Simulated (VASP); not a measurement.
All values below come from PBE GGA, VASP's PBE PAW potentials (set 64) (plane waves; VASP 6.6.1).

VASP input:

### KPOINTS
```
Automatic mesh
0
Gamma
5 5 7
0 0 0
```

File POSCAR:
```
SiO2
1
    4.2284319710    -0.0000000000     0.0000000000
    0.0000000000     4.2284319710     0.0000000000
    0.0000000000     0.0000000000     2.6980873323
Si O
2 4
Direct
  1.0000000000   0.0000000000   0.0000000000
  0.5000000000   0.5000000000   0.5000000000
  0.3067452263   0.3067452263   1.0000000000
  0.8067452263   0.1932547737   0.5000000000
  0.1932547737   0.8067452263   0.5000000000
  0.6932547737   0.6932547737   0.0000000000
```

### INCAR
```
SYSTEM = SiO2
PREC = Accurate
ENCUT = 530
EDIFF = 1E-6
NELM = 100
ALGO = Normal
LREAL = .FALSE.
LASPH = .TRUE.
ISMEAR = 0
SIGMA = 0.05
GGA = PE
LWAVE = .FALSE.
LCHARG = .FALSE.
IBRION = 2
ISIF = 3
NSW = 60
EDIFFG = -0.02
```

POTCAR, in this order: Si O (PBE.64 set). Program: vasp_std.

The run wrote:

File OSZICAR:
```
       N       E                     dE             d eps       ncg     rms          rms(c)
DAV:   1     0.169147214310E+03    0.16915E+03   -0.18457E+04   960   0.156E+03
DAV:   2    -0.436986851417E+02   -0.21285E+03   -0.20442E+03  1308   0.330E+02
DAV:   3    -0.508358596607E+02   -0.71372E+01   -0.71092E+01  1152   0.646E+01
DAV:   4    -0.508937908667E+02   -0.57931E-01   -0.57874E-01  1136   0.661E+00
DAV:   5    -0.508944367015E+02   -0.64583E-03   -0.64575E-03  1132   0.673E-01    0.170E+01
DAV:   6    -0.462692423376E+02    0.46252E+01   -0.18611E+01  1060   0.304E+01    0.756E+00
DAV:   7    -0.462962912167E+02   -0.27049E-01   -0.49999E-01  1136   0.504E+00    0.289E+00
DAV:   8    -0.463105011404E+02   -0.14210E-01   -0.18234E-02  1084   0.140E+00    0.109E+00
DAV:   9    -0.463171705782E+02   -0.66694E-02   -0.83834E-03  1100   0.989E-01    0.268E-01
DAV:  10    -0.463174066948E+02   -0.23612E-03   -0.86483E-04  1120   0.243E-01    0.507E-02
DAV:  11    -0.463173604677E+02    0.46227E-04   -0.20887E-04  1120   0.110E-01    0.762E-03
DAV:  12    -0.463173620900E+02   -0.16223E-05   -0.10433E-05  1096   0.239E-02    0.518E-03
DAV:  13    -0.463173618435E+02    0.24650E-06   -0.17764E-06   664   0.106E-02
   1 F= -.46317362E+02 E0= -.46317362E+02  d E =-.463174E+02
       N       E                     dE             d eps       ncg     rms          rms(c)
DAV:   1    -0.463181371108E+02   -0.77502E-03   -0.50565E-02  1064   0.198E+00    0.163E-01
DAV:   2    -0.463178135449E+02    0.32357E-03   -0.57396E-04  1120   0.205E-01    0.919E-02
DAV:   3    -0.463176361396E+02    0.17741E-03   -0.21950E-04  1124   0.133E-01    0.560E-03
DAV:   4    -0.463176376271E+02   -0.14875E-05   -0.16669E-05  1080   0.324E-02    0.513E-03
DAV:   5    -0.463176375279E+02    0.99242E-07   -0.28977E-07   604   0.569E-03
   2 F= -.46317638E+02 E0= -.46317638E+02  d E =-.275684E-03
       N       E                     dE             d eps       ncg     rms          rms(c)
DAV:   1    -0.463176642427E+02   -0.26616E-04   -0.14619E-03  1060   0.337E-01    0.278E-02
DAV:   2    -0.463176548070E+02    0.94357E-05   -0.16342E-05  1120   0.346E-02    0.157E-02
DAV:   3    -0.463176496038E+02    0.52032E-05   -0.61877E-06  1124   0.223E-02    0.921E-04
DAV:   4    -0.463176496752E+02   -0.71345E-07   -0.42716E-07   564   0.534E-03
   3 F= -.46317650E+02 E0= -.46317650E+02  d E =-.287832E-03
```

OUTCAR:
```
------------------------ aborting loop because EDIFF is reached ----------------------------------------
  FORCE on cell =-STRESS in cart. coord.  units (eV):
  Direction    XX          YY          ZZ          XY          YZ          ZX
  --------------------------------------------------------------------------------------
  Total        0.0238004      0.0238004      0.0012026     -0.0000000      0.0000000      0.0000000
  in kB        0.7904292      0.7904292      0.0399383     -0.0000000      0.0000000      0.0000000
  external PRESSURE =       0.5402656 kB  Pullay stress =       0.0000000 kB
  volume of cell :       48.24
      direct lattice vectors                 reciprocal lattice vectors
     4.231802172  0.000000000  0.000000000     0.236305942 -0.000000000  0.000000000
     0.000000000  4.231802172  0.000000000     0.000000000  0.236305942  0.000000000
     0.000000000  0.000000000  2.693901436     0.000000000  0.000000000  0.371208830
 POSITION                                       TOTAL-FORCE (eV/Angst)
 -----------------------------------------------------------------------------------
      0.00000      0.00000      0.00000        -0.000000     -0.000000      0.000000
      2.11590      2.11590      1.34695        -0.000000     -0.000000      0.000000
      1.29775      1.29775      0.00000         0.013551      0.013551     -0.000000
      3.41365      0.81816      1.34695         0.013551     -0.013551      0.000000
      0.81816      3.41365      1.34695        -0.013551      0.013551     -0.000000
      2.93406      2.93406      0.00000        -0.013551     -0.013551      0.000000
 -----------------------------------------------------------------------------------
    total drift:                                0.000000     -0.000000     -0.000000
  FREE ENERGIE OF THE ION-ELECTRON SYSTEM (eV)
  ---------------------------------------------------
  free  energy   TOTEN  =       -46.3176496752 eV

  energy  without entropy=      -46.3176496751  energy(sigma->0) =      -46.31764968

 reached required accuracy - stopping structural energy minimisation
```
(Selected blocks of OUTCAR.)

### CONTCAR
```
SiO2
   1.00000000000000
     4.2318021723442829    0.0000000000000000    0.0000000000000000
     0.0000000000000000    4.2318021723442829    0.0000000000000000
     0.0000000000000000    0.0000000000000000    2.6939014360375340
  Si              O
     2     4
Direct
     0.0000000000000000    0.0000000000000000    0.0000000000000000
     0.5000000000000000    0.5000000000000000    0.5000000000000000
     0.3066651107578028    0.3066651107578028    0.0000000000000000
     0.8066651107578027    0.1933348892421972    0.5000000000000000
     0.1933348892421972    0.8066651107578027    0.5000000000000000
     0.6933348892421973    0.6933348892421973    0.0000000000000000
```

The compound is SiO2 in the rutile structure, stishovite, a high-pressure form. This run relaxes it. Symmetry was kept, so distortions that lower it aren't found. The start is the result of an earlier pass.
